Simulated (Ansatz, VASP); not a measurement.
# SiGeN2 (CuAu-ordered zincblende type (invented)): VASP beside Ansatz

Aim: how closely do two programs agree when they are given the same cell, functional and k mesh? The cell is generated by rule, not measured, and may not be a known phase. Of the first pair: The two relaxations start from unlike cells of this crystal (the structure described is Ansatz's start), so only their ends are compared.

Program: Ansatz 0.2.0. Level of theory: plane waves, with VASP 6.6.1 beside it; relaxation of cell and atoms at PBEsol. Results are calculated unless marked as measured.

## (1) The structure

The structure is tetragonal, space group P-4m2 (No. 115). Conventional cell: a = 3.095 Å, b = 3.095 Å, c = 4.376 Å, α = 90.00°, β = 90.00°, γ = 90.00°. Nearest to Ge lie 4 N at 1.89 Å. Nearest to Si lie 4 N at 1.89 Å. N has 2 Ge at 1.89 Å and 2 Si at 1.89 Å nearest. Farther neighbours and most contacts between anions are not listed.

Structure file:

```
Ge Si N
1.0
     3.09452    0.00000    0.00000
     0.00000    3.09452    0.00000
     0.00000    0.00000    4.37632
Ge Si N
1 1 2
Direct
  0.00000 0.00000 0.00000
  0.50000 0.50000 0.50000
  0.00000 0.50000 0.25000
  0.50000 0.00000 0.75000
```

## (2) Ansatz: relaxation of cell and atoms, PBEsol, pair 1

Ansatz runs on its default PAW (the set named soft_2) files.

The relaxed volume is the usual yardstick between codes: in a stiff, nearly cubic crystal its relative difference is about their pressure difference at one cell divided by the bulk modulus.

Contents of input.yaml:

```yaml
crystal:
  lattice:
    - [3.09452, 0.0, 0.0]
    - [0.0, 3.09452, 0.0]
    - [0.0, 0.0, 4.37632]
  atoms:
    - { symbol: Ge, position: [0.0, 0.0, 0.0] }
    - { symbol: Si, position: [0.5, 0.5, 0.5] }
    - { symbol: "N", position: [0.0, 0.5, 0.25] }
    - { symbol: "N", position: [0.5, 0.0, 0.75] }
kpoints:
  mp_grid: { grid: [6, 6, 4] }
hamiltonian:
  xc: pbesol
scf:
  occupations: { method: gaussian, width: 0.1 }
output:
  forces: true
  stress: true
  eigenvalues: true
relax:
  adjacent_minimum: "off"
  f_tol: 0.05
  max_steps: 80
  cell: { stress_tol: 0.5 }
```

Run with:

```console
> ansatz run input.yaml --threads 2 --pin off --max-ram 5120MiB --backend cpu --events-out ev --progress --plain --runs-dir out
```

Numbers of over 12 decimals in the logs are rounded to 6 here.

What it wrote:

```text
The last accepted step is kept in <dir> (removed where the run ends without a failure and the disk answers)
Engine: ansatz 0.2.0, x86_64-unknown-linux-gnu
Pseudopotentials: kind: paw
Pseudopotential: Ge, paw, valence charge 14, recommended cutoff 420 eV (normal), Ge.paw.azcp
Pseudopotential: Si, paw, valence charge 4, recommended cutoff 420 eV (normal), Si.paw.azcp
Pseudopotential: N, paw, valence charge 5, recommended cutoff 420 eV (normal), N.paw.azcp
Functional definition: PBEsol
  exchange = pbesol_x
  correlation = pbesol_c
Crystal: 4 atoms, lattice volume = 41.908 Å³
Basis set: ecut = 420 eV, 823 PW (Γ), exchange–correlation on 48×48×60 points (8 copies of the dense FFT grid, shifted against one another)
Bands: 18, of which v1, the nominal top of the filled ones, is band 14 counted from 1 (13 counted from 0)
Symmetry: 8 space group operations
Space group: P-4m2 (ITA 115), of the structure as read, at distance tolerance 3.5e-5 Å
k-points: 30 of 144 (time reversal used)
Non-local potential: Ge, projectors of the file, l = 0: 2, l = 1: 2, l = 2: 3, l = 3: 1
Non-local potential: Si, projectors of the file, l = 0: 2, l = 1: 2, l = 2: 2
Non-local potential: N, projectors of the file, l = 0: 2, l = 1: 2, l = 2: 1
PAW form: soft (Blöchl's): semilocal exchange-correlation on the pseudo side does not see the compensation charge
PAW frozen core: Ge, regenerated for the run's functional, and the local potential with it (the file was generated under x = pbe(κ = 0.804, μ = 0.219515), c = pbe(β = 0.066725))
PAW frozen core: Si, regenerated for the run's functional, and the local potential with it (the file was generated under x = pbe(κ = 0.804, μ = 0.219515), c = pbe(β = 0.066725))
PAW frozen core: N, regenerated for the run's functional, and the local potential with it (the file was generated under x = pbe(κ = 0.804, μ = 0.219515), c = pbe(β = 0.066725))
PAW one-centre angular grid: Ge, 590 points (default); XC on 64 Gauss nodes
PAW one-centre angular grid: Si, 110 points (default); XC on 64 Gauss nodes
PAW one-centre angular grid: N, 110 points (default); XC on 64 Gauss nodes
Initial density: superposition of atomic densities (neutral atoms: chi_scale 0, normalization atom), corrected by the library's trained network
Initial wavefunctions: pseudopotential atomic-orbital guess
Functional: x = pbesol(κ = 0.804, μ = 0.123457), c = pbesol(β = 0.046)
SCF iter   1: F=—  HF=-5630.699775 eV  |F-HF|=—  |Δ(HF+E_count)|=         —  Δρ=3.11e-2  dr2=4.72e-1  ethr=1.77e-3  ⟨swp⟩=5.1  Hψ=2738  notcnv=0
preconditioner: auto → Kerker (q_TF=auto, 2.551 Å⁻¹)  [metal: Δε(μ)=0.048 eV  Ē_g=18.715 eV  σ=0.100 eV  W_gap=0.25  n_scr=14 (ndim 8)  ℏωp=30.4 eV  f_vac=0.000  D(μ)=2.82/eV (n_scr^D=28)]
SCF iter   2: F=—  HF=-5630.580248 eV  |F-HF|=—  |Δ(HF+E_count)|=   1.20e-1  Δρ=9.33e-3  dr2=5.00e-2  ethr=1.68e-3  ⟨swp⟩=2.3  Hψ=968  notcnv=0  defer=5
SCF iter   3: F=—  HF=-5630.571002 eV  |F-HF|=—  |Δ(HF+E_count)|=   9.25e-3  Δρ=4.91e-3  dr2=1.12e-2  ethr=1.79e-4  ⟨swp⟩=2.1  Hψ=733  notcnv=0  defer=5
SCF iter   4: F=—  HF=-5630.569680 eV  |F-HF|=—  |Δ(HF+E_count)|=   1.32e-3  Δρ=1.23e-3  dr2=5.83e-4  ethr=4.01e-5  ⟨swp⟩=2.8  Hψ=981  notcnv=0  defer=5
SCF iter   5: F=—  HF=-5630.569171 eV  |F-HF|=—  |Δ(HF+E_count)|=   5.09e-4  Δρ=4.37e-4  dr2=6.67e-5  ethr=2.08e-6  ⟨swp⟩=2.1  Hψ=933  notcnv=0  defer=5
SCF iter   6: F=—  HF=-5630.569175 eV  |F-HF|=—  |Δ(HF+E_count)|=   4.38e-6  Δρ=8.06e-5  dr2=2.37e-6  ethr=2.38e-7  ⟨swp⟩=2.1  Hψ=797  notcnv=0  defer=5
SCF iter   7: F=—  HF=-5630.569175 eV  |F-HF|=—  |Δ(HF+E_count)|=   2.78e-7  Δρ=2.41e-5  dr2=3.24e-7  ethr=8.45e-9  ⟨swp⟩=2.3  Hψ=911  notcnv=0  defer=5
SCF iter   8: F=-5630.569175 eV  HF=-5630.569175 eV  |F-HF|=4.58e-9  |Δ(HF+E_count)|=   5.01e-9  Δρ=5.46e-6  dr2=1.73e-8  ethr=3.57e-10  ⟨swp⟩=5.4  Hψ=2206  notcnv=0
SCF 1 converged in 8 iterations: F = -5630.569175 eV  dr2 = 1.73e-8
  greatest PAW one-centre occupation: 0.999 electrons in one spin orbital (limit 2), on the Ge atom at site 0 (counted from 0), in its partial waves of l = 2
relax step   1: F+E_penalty+E_count = -5630.56917533 eV  Δ(F+E_penalty+E_count) = +0.000e0 eV  max|allowed force component| = 2.139e0 eV/Å  Δτ_max = 0.0000 Å  P = +15.147 GPa  Ω = 41.908 Å³  (8 SCF iters, dr2 threshold 1.00e-7 eV, accepted)
[...]
relax step   9: F+E_penalty+E_count = -5632.54841303 eV  Δ(F+E_penalty+E_count) = -1.083e-1 eV  max|allowed force component| = 3.754e-2 eV/Å  Δτ_max = 0.0000 Å  P = +2.499 GPa  Ω = 46.300 Å³  stress off target by 6.49e0 GPa  SCF on the basis re-selected at this cell (its energy is not comparable with the rows above)  (6 SCF iters)
[...]
relax step  10: F+E_penalty+E_count = -5632.56816654 eV  Δ(F+E_penalty+E_count) = -1.975e-2 eV  max|allowed force component| = 1.324e-2 eV/Å  Δτ_max = 0.0023 Å  P = +0.191 GPa  Ω = 46.797 Å³  energy of the carried Pulay correction = -1.244e-3 eV  (6 SCF iters, dr2 threshold 4.00e-7 eV, accepted)
[...]
relax step  11: F+E_penalty+E_count = -5632.56996800 eV  Δ(F+E_penalty+E_count) = -1.801e-3 eV  max|allowed force component| = 1.335e-2 eV/Å  Δτ_max = 0.0000 Å  P = +0.208 GPa  Ω = 46.797 Å³  stress off target by 2.95e-1 GPa  SCF on the basis re-selected at this cell (its energy is not comparable with the rows above)  (6 SCF iters)
basis re-selected at this cell: Δ(F+E_penalty+E_count) = -1.801e-3 eV, ΔP = +0.017 GPa vs the last step (what re-selecting the basis moved, of the pressure what is left beyond the Pulay correction that the steps carried, after the strain that the cell walked since its last selection, with what the two solves' SCF thresholds leave and, on support functions, any second-order correction that the steps lacked; it is no m [...]
SCF converged after 6 iterations
Free energy (F): -5632.569968 eV
Harris-Foulkes:  -5632.569968 eV  (|F-HF|=3.64e-12)
Internal energy: -5632.564529 eV  (E = F + TS)
E sigma→0 (E₀):  -5632.567249 eV
Entropy (-TS):   -0.005439 eV (-1.360 meV/atom)
Fermi energy:    10.168995 eV
--- Per-component energies (eV) ---
  E_band       = -94.818799
  E_kinetic    = 418.399030
  E_local      = -2739.297130  (includes V_loc(G=0)·N_el)
  E_nonlocal   = 532.373627
  E_hartree    = 1152.421687
  E_xc         = -250.389354
  E_vxc        = -265.697535  (∫ρ·V_xc dr)
  E_paw        = -2718.422794  (= ΣΔE_a)
  E_vpaw       = -345.440746  (= ΣTr[D̂ρ^β])
  E_aug_tail   = 0.000543  (compensation charges beyond the density's cutoff)
  E_ewald      = -2028.655832
  E_core_change = 1.005695  (= ΣΔE_core)
  E_smearing   = -0.005439  (= −TS)
  E_closure    = -0.000000  (closes the sum)
  Σ components = -5632.569968   (vs F -5632.569968, Δ=0.00e0)
--- Forces (eV/Å), atoms counted from 1 ---
  atom   1  Ge    -0.00000000    -0.00000000    -0.00000000
  atom   2  Si    -0.00000000    -0.00000000    -0.00000000
  atom   3  N     -0.00000000    -0.00000000    -0.01334654
  atom   4  N     -0.00000000    -0.00000000     0.01334654
  max |Σ_I F_I| component: 6.31e-16 eV/Å
--- Stress (GPa, compression-positive) ---
        0.294876      -0.000000      -0.000000
       -0.000000       0.294876       0.000000
       -0.000000       0.000000       0.033379
  P = ⅓ Tr σ = 0.2077 GPa (2.077 kbar)
--- Band table (eV; the first three rows and the last of 30) ---
  k-point 0: bands = [... 10 lower, 5.8228, 8.2325, 8.7236, 8.7236, 12.9839, 14.9766, 15.7095, 16.0109]
  k-point 1: bands = [... 10 lower, 5.6270, 8.6010, 8.6010, 9.0261, 13.2163, 13.7301, 15.9748, 16.2882]
  k-point 2: bands = [... 10 lower, 5.6751, 8.4791, 8.4791, 9.8010, 12.5486, 13.6052, 16.1503, 16.5880]
  k-point 29: bands = [... 10 lower, 4.4381, 4.8191, 4.8191, 11.0804, 11.5224, 11.5224, 14.3858, 14.3858]
--- Relaxed structure (9 steps of the walk, 8 accepted, 2 SCFs on fresh bases) ---
  F+E_penalty+E_count = -5632.56996800 eV   max|allowed force component| = 1.335e-2 eV/Å   (the final SCF, on the basis selected at the relaxed cell)
  cell:  # Å, volume = 46.7972 Å³
    - [2.952347, 0, 0]
    - [0, 2.952347, 0.0]
    - [0, 0.0, 5.368894]
  atoms:
    - { symbol: Ge, position: [0, 0, 1.9819431348448097e-19] }
    - { symbol: Si, position: [0.5, 0.5, 0.500000] }
    - { symbol: N, position: [0, 0.5, 0.322291] }
    - { symbol: N, position: [0.5, 0, 0.677709] }
```

## (3) VASP: relaxation of cell and atoms, PBEsol, pair 1

Its own start cell and the same functional, mesh and smearing now go to VASP, with its own data sets.

Lines of VASP's logs that name or quote its potential files are left out, and so is its time.

Contents of INCAR:

```
SYSTEM = SiGeN2
PREC = Accurate
ENCUT = 600
EDIFF = 1E-07
NELM = 120
ISMEAR = 0
SIGMA = 0.1
LREAL = .FALSE.
ALGO = Normal
GGA = PS
NBANDS = 20
LORBIT = 11
LWAVE = .FALSE.
LCHARG = .FALSE.
ISIF = 3
IBRION = 2
NSW = 80
EDIFFG = -0.005
LASPH = .TRUE.
GGA_COMPAT = .FALSE.
NELMIN = 4
```

Contents of POSCAR:

```
SiGeN2
1.0
    2.9584589798      0.0000000000      0.0000000000
    0.0000000000      2.9584589798      0.0000000000
    0.0000000000      0.0000000000      5.3499451060
Ge Si N
1 1 2
Direct
    0.0000000000      0.0000000000      0.0000000000
    0.5000000000      0.5000000000      0.5000000000
    0.0000000000      0.5000000000      0.3221726398
    0.5000000000      0.0000000000      0.6778273602
```

Contents of KPOINTS:

```
Automatic mesh
0
Gamma
6 6 4
0 0 0
```

PAW data sets: Ge_d, Si and N (PBE family, release 64).

Run with:

```console
> mpirun -np 1 vasp_std
```

What it wrote:

```text
[banner, memory and clock lines left out]
running    1 mpi-ranks, on    1 nodes
 distrk:  each k-point on    1 cores,    1 groups
 distr:  one band on    1 cores,    1 groups

 POSCAR found type information on POSCAR GeSiN
 POSCAR found :  3 types and       4 ions
|                                                                             |
|               ----> ADVICE to this user running VASP <----                  |
|                                                                             |
|     You enforced a specific xc type in the INCAR file but a different       |
|     [... a line on the potential file left out ...]
|     I HOPE YOU KNOW WHAT YOU ARE DOING!                                     |
|                                                                             |

 LDA part: xc-table for (Slater+PW92), standard interpolation
 POSCAR, INCAR and KPOINTS ok, starting setup
 FFT: planning ... GRIDC
 FFT: planning ... GRID_SOFT
 FFT: planning ... GRID
 WAVECAR not read
 entering main loop
       N       E                     dE             d eps       ncg     rms          rms(c)
DAV:   1     0.231341562719E+03    0.23134E+03   -0.15272E+04  1432   0.323E+03
DAV:   2     0.258566491651E+00   -0.23108E+03   -0.21842E+03  1316   0.704E+02
DAV:   3    -0.315236618733E+02   -0.31782E+02   -0.31128E+02  1392   0.155E+02
DAV:   4    -0.328205829154E+02   -0.12969E+01   -0.12911E+01  1500   0.323E+01
DAV:   5    -0.328498570343E+02   -0.29274E-01   -0.29252E-01  1468   0.507E+00    0.133E+01
DAV:   6    -0.285480573825E+02    0.43018E+01   -0.20819E+01  1760   0.333E+01    0.587E+00
DAV:   7    -0.285688972780E+02   -0.20840E-01   -0.12927E+00  1344   0.773E+00    0.312E+00
DAV:   8    -0.285353199915E+02    0.33577E-01   -0.13309E-01  1540   0.309E+00    0.603E-01
DAV:   9    -0.285312303378E+02    0.40897E-02   -0.15807E-02  1484   0.840E-01    0.203E-01
DAV:  10    -0.285310464538E+02    0.18388E-03   -0.32023E-03  1376   0.370E-01    0.907E-02
DAV:  11    -0.285310923468E+02   -0.45893E-04   -0.49270E-04  1488   0.157E-01    0.561E-02
DAV:  12    -0.285310815088E+02    0.10838E-04   -0.11419E-04  1512   0.683E-02    0.178E-02
DAV:  13    -0.285310758268E+02    0.56820E-05   -0.28980E-05  1376   0.360E-02    0.568E-03
DAV:  14    -0.285310758580E+02   -0.31264E-07   -0.16593E-06  1436   0.108E-02    0.267E-03
DAV:  15    -0.285310758620E+02   -0.39458E-08   -0.16264E-07   892   0.439E-03
   1 F= -.28531076E+02 E0= -.28528354E+02  d E =-.285311E+02
[...]
2 F= -.28531426E+02 E0= -.28528765E+02  d E =-.350477E-03
[...]
3 F= -.28531428E+02 E0= -.28528763E+02  d E =-.352241E-03
[...]
4 F= -.28531428E+02 E0= -.28528764E+02  d E =-.352024E-03
[...]
5 F= -.28531477E+02 E0= -.28528766E+02  d E =-.488738E-04
[...]
6 F= -.28531489E+02 E0= -.28528794E+02  d E =-.610880E-04
 curvature:  -0.46 expect dE=-0.306E-05 dE for cont linesearch -0.810E-09
 trial: gam=-0.01048 g(F)=  0.482E-05 g(S)=  0.191E-05 ort = 0.660E-06 (trialstep = 0.929E+00)
 search vector abs. value=  0.674E-05
 bond charge predicted
       N       E                     dE             d eps       ncg     rms          rms(c)
DAV:   1    -0.285315032395E+02   -0.14185E-04   -0.10270E-03  1252   0.312E-01    0.207E-02
DAV:   2    -0.285314951192E+02    0.81202E-05   -0.32451E-05  1644   0.579E-02    0.914E-03
DAV:   3    -0.285314931973E+02    0.19219E-05   -0.26784E-06  1548   0.265E-02    0.402E-03
DAV:   4    -0.285314927399E+02    0.45744E-06   -0.69296E-07  1532   0.952E-03    0.975E-04
DAV:   5    -0.285314927570E+02   -0.17156E-07   -0.60489E-08   668   0.327E-03
   7 F= -.28531493E+02 E0= -.28528790E+02  d E =-.378288E-05
 trial-energy change:   -0.000004  1 .order   -0.000003   -0.000006    0.000000
 step:   0.9004(harm=  0.8797)  dis= 0.00031  next Energy=   -28.531493 (dE=-0.379E-05)
 reached required accuracy - stopping structural energy minimisation
```

OUTCAR, selected parts (step 3):

```text
ion  position               nearest neighbor table
   1  0.000  0.000  0.000-   3 2.27   4 2.27   3 2.27   4 2.27
   2  0.500  0.500  0.500-   3 1.76   4 1.76   4 1.76   3 1.76
   3  0.000  0.500  0.322-   2 1.76   2 1.76   1 2.27   1 2.27
   4  0.500  0.000  0.678-   2 1.76   2 1.76   1 2.27   1 2.27

  LATTYP: Found a simple tetragonal cell.
 ALAT       =     2.9584589798
 C/A-ratio  =     1.8083553440

 Subroutine GETGRP returns: Found  8 space group operations
 (whereof  8 operations were pure point group operations)

The static configuration has the point symmetry D_2d.

 Found     30 irreducible k-points:

   k-points           NKPTS =     30   k-points in BZ     NKDIM =     30   number of bands    NBANDS=     20

   dimension x,y,z NGX =    24 NGY =   24 NGZ =   48
   dimension x,y,z NGXF=    48 NGYF=   48 NGZF=   96

   ENCUT  =  600.0 eV  44.10 Ry    6.64 a.u.   5.91  5.91 10.69*2*pi/ulx,y,z

   NELECT =      28.0000    total number of electrons

 k-points in reciprocal lattice and weights: Automatic mesh
   0.00000000  0.00000000  0.00000000       0.007
   0.16666667  0.00000000  0.00000000       0.028
   0.33333333  0.00000000  0.00000000       0.028
   0.50000000  0.00000000  0.00000000       0.014
   0.16666667  0.16666667  0.00000000       0.028
   0.33333333  0.16666667  0.00000000       0.056
   0.50000000  0.16666667  0.00000000       0.028
   0.33333333  0.33333333  0.00000000       0.028
   0.50000000  0.33333333  0.00000000       0.028
[...]
0.50000000  0.33333333  0.50000000       0.028
   0.50000000  0.50000000  0.50000000       0.007

 average (electrostatic) potential at core
       1 -71.9040       2 -82.0920       3 -61.1254       4 -61.1254

 E-fermi :   7.3260

 k-point     1 :       0.0000    0.0000    0.0000
  band No.  band energies     occupation
    ...
     10       2.7216      2.00000
     11       2.9720      2.00000
     12       5.3939      2.00000
     13       5.8666      2.00000
     14       5.8666      2.00000
     15      10.1178      0.00000
     16      12.1031      0.00000
     17      12.8552      0.00000
     18      13.1427      0.00000
     19      13.1427      0.00000
    ...

 k-point     2 :       0.1667    0.0000    0.0000
  band No.  band energies     occupation
    ...
     10       2.8848      2.00000
     11       3.1532      2.00000
     12       4.1574      2.00000
     13       5.9268      2.00000
     14       6.6827      2.00000
     15       9.4964      0.00000
     16      11.6158      0.00000
     17      13.4462      0.00000
     18      13.5101      0.00000
     19      13.6630      0.00000
    ...

 k-point     3 :       0.3333    0.0000    0.0000
  band No.  band energies     occupation
    ...
      9      -0.6110      2.00000
     10       1.3770      2.00000
     11       2.9166      2.00000
     12       3.2491      2.00000
     13       6.0273      2.00000
     14       7.4326      0.13143
     15       8.2670      0.00000
     16      12.1333      0.00000
     17      12.9821      0.00000
     18      14.4388      0.00000
    ...

  Total        0.0038393      0.0038393      0.0072174      0.0000000      0.0000000      0.0000000
  in kB        0.1312229      0.1312229      0.2466854      0.0000000      0.0000000      0.0000000
  external PRESSURE =       0.1697104 kB  Pullay stress =       0.0000000 kB

  energy-cutoff  :      600.00
  volume of cell :       46.88
      direct lattice vectors                 reciprocal lattice vectors
     2.955402212  0.000000000  0.000000000     0.338363420  0.000000000 -0.000000000
     0.000000000  2.955402212  0.000000000     0.000000000  0.338363420  0.000000000
     0.000000000  0.000000000  5.366814455    -0.000000000  0.000000000  0.186330273

 POSITION                                       TOTAL-FORCE (eV/Angst)
 -----------------------------------------------------------------------------------
      2.95540      0.00000      0.00000        -0.000000      0.000000      0.000000
      1.47770      1.47770      2.68341        -0.000000     -0.000000      0.000000
      0.00000      1.47770      1.72938        -0.000000      0.000000     -0.001345
      1.47770      0.00000      3.63743         0.000000      0.000000      0.001345
 -----------------------------------------------------------------------------------
    total drift:                                0.000000      0.000000     -0.000000

  FREE ENERGIE OF THE ION-ELECTRON SYSTEM (eV)
  ---------------------------------------------------
  free  energy   TOTEN  =       -28.5314927570 eV

  energy  without entropy=      -28.5260882247  energy(sigma->0) =      -28.52879049

 reached required accuracy - stopping structural energy minimisation

 total charge
# of ion       s       p       d       tot
------------------------------------------
    1        1.305   0.770  10.068  12.142
    2        0.677   0.960   0.000   1.637
    3        1.246   2.524   0.000   3.769
    4        1.246   2.524   0.000   3.769
--------------------------------------------------
tot          4.473   6.777  10.068  21.318

[... 3 further parts left out ...]
```

CONTCAR:

```
SiGeN2
   1.00000000000000
     2.9554022123528467    0.0000000000000000    0.0000000000000000
     0.0000000000000000    2.9554022123528467    0.0000000000000000
     0.0000000000000000    0.0000000000000000    5.3668144552258363
  Ge              Si              N
     1     1     2
Direct
     1.0000000000000000    0.0000000000000000    0.0000000000000000
     0.5000000000000000    0.5000000000000000    0.5000000000000000
     0.0000000000000000    0.5000000000000000    0.3222366838148900
     0.5000000000000000    0.0000000000000000    0.6777633161851099
```

## (4) Comparison

Known differences besides the potentials themselves: the cutoff is 420 eV in Ansatz and 600 eV in VASP; Ansatz makes its cores anew for this functional, VASP keeps those of its PBE data sets; Ansatz adds a Pulay correction to the stress that steers its cell, VASP none. Total energies have different zeros and are not compared.

Compared:

```csv
quantity,Ansatz,VASP,difference
volume (Å³),46.80,46.88,-0.17 %
"edge a after relaxation, in the typed setting (Å)",2.952,2.955,-0.10 %
"edge c after relaxation, in the typed setting (Å)",5.369,5.367,+0.04 %
```

[end of part 1 of 2]

[Lines on the potential files, build, host, timing and source positions are cut from VASP's logs without a mark.]

[Logs are printed without paths, hosts, clocks, repeated set-up lines and the standing remarks that a program may print on its own settings, such as how far it seeks lower states.]

[Hosts, paths, dates, database ids (printed as entryN), source tags and the programs' standing remarks are cut or masked in the printed files.]
